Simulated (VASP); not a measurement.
```xyz
4
Lattice="1.6363 -2.8341 0.0000 1.6363 2.8341 0.0000 0.0000 0.0000 5.2812" Properties=species:S:1:pos:R:3 pbc="T T T"
Zn     1.6363    -0.9447     2.6470
Zn     1.6363     0.9447     0.0064
O      1.6363    -0.9447     4.6517
O      1.6363     0.9447     2.0110
```

Level of theory: PBE GGA with D3 dispersion (zero damping), VASP's PBE PAW potentials (set 64) (plane waves; VASP). Numerical set-up: 520 eV cut-off, Gaussian smearing of 0.050 eV, potentials Zn O.

**Question.** Give the energies of bands 7 to 20 at the high-symmetry points, in eV from the valence-band maximum.

**Answer.** 
```
band      Γ      M      K      A      L      H
----  -----  -----  -----  -----  -----  -----
7     -5.39  -4.93  -4.61  -5.50  -5.02  -4.83
8     -5.39  -4.81  -4.61  -5.50  -5.02  -4.83
9     -4.46  -4.43  -4.53  -4.35  -4.28  -4.46
10    -4.46  -4.30  -4.41  -4.35  -4.28  -4.46
11    -4.27  -4.22  -4.36  -4.35  -4.20  -3.97
12    -4.27  -4.15  -4.36  -4.35  -4.20  -3.97
13    -4.00  -3.69  -3.64  -2.23  -3.70  -3.65
14    -0.76  -3.46  -3.48  -2.23  -3.70  -3.65
15    -0.76  -2.74  -3.48  -0.37  -1.45  -2.61
16    -0.08  -2.17  -1.85  -0.37  -1.45  -2.61
17     0.00  -1.24  -1.85  -0.37  -1.33  -1.20
18     0.00  -0.81  -1.68  -0.37  -1.33  -1.20
19     0.74   5.65   7.53   3.38   5.65   7.82
20     5.11   6.83   7.53   3.38   5.65   7.82
```

The gap is direct, 0.74 eV, from the valence maximum at Γ to the conduction minimum at Γ.

Measured: gap 3.60 eV (computed value off by -2.86 eV), as given by Wei Chen et al., Physical Review Materials (2018), doi:10.1103/physrevmaterials.2.073803 [zero-point renormalisation of 0.16 eV added back (the table's ZPR column)].

The compound is ZnO in the wurtzite structure. It was relaxed first.
